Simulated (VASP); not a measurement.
An input for Quantum ESPRESSO's pw.x (written as the equivalent of a VASP run, and not itself run):

```
&CONTROL
  calculation = 'vc-relax'
  pseudo_dir = './pseudo'
  outdir = './out'
  tprnfor = .true.
  tstress = .true.
  nstep = 60
  forc_conv_thr = 0.00039
/
&SYSTEM
  ibrav = 0
  nat = 1
  ntyp = 1
  ecutwfc = 74
  occupations = 'smearing'
  smearing = 'methfessel-paxton'
  degauss = 0.00735
  input_dft = 'pbe'
  vdw_corr = 'grimme-d3'
  dftd3_version = 4
  dftd3_threebody = .false.
/
&ELECTRONS
  conv_thr = 7.3e-08
  electron_maxstep = 100
/
&IONS
/
&CELL
/
ATOMIC_SPECIES
  Li 6.940 Li.upf
CELL_PARAMETERS angstrom
    -1.6555417    1.6555417    1.6555417
     1.6555417   -1.6555417    1.6555417
     1.6555417    1.6555417   -1.6555417
ATOMIC_POSITIONS crystal
  Li   1.0000000  1.0000000  0.0000000
K_POINTS automatic
  14 14 14 0 0 0
```

Question: Translate this input to VASP (INCAR, KPOINTS, POSCAR, choice of POTCAR).

Answer: This is not unique; one that fits is 
**KPOINTS**
```
Automatic mesh
0
Gamma
14 14 14
0 0 0
```

**INCAR**
```
ALGO = Normal
EDIFF = 1E-6
EDIFFG = -0.01
ENCUT = 520
GGA = PE
IBRION = 2
ISIF = 3
ISMEAR = 1
IVDW = 12
LASPH = .TRUE.
LCHARG = .FALSE.
LREAL = .FALSE.
LWAVE = .FALSE.
NELM = 100
NSW = 60
PREC = Accurate
SIGMA = 0.1
SYSTEM = Li
```

### POSCAR
```
Li
1.0
 -1.6555417158   1.6555417158   1.6555417158
  1.6555417158  -1.6555417158   1.6555417158
  1.6555417158   1.6555417158  -1.6555417158
Li
1
Direct
  1.0000000000   1.0000000000   0.0000000000
```

POTCAR, in this order: Li_sv (PBE.64 set). Program: vasp_std.

Limits of the translation: the potentials are each code's own (VASP's PAW set, PseudoDojo norm-conserving files in pw.x), so ENCUT and ecutwfc are chosen apart and not converted; conv_thr bounds pw.x's estimated SCF error, while EDIFF bounds the energy change between steps; forc_conv_thr acts on force components and is met together with etot_conv_thr.

The compound is Li in the bcc structure. This run relaxes it. Symmetry was kept, so distortions that lower it aren't found. The start is the result of an earlier pass.
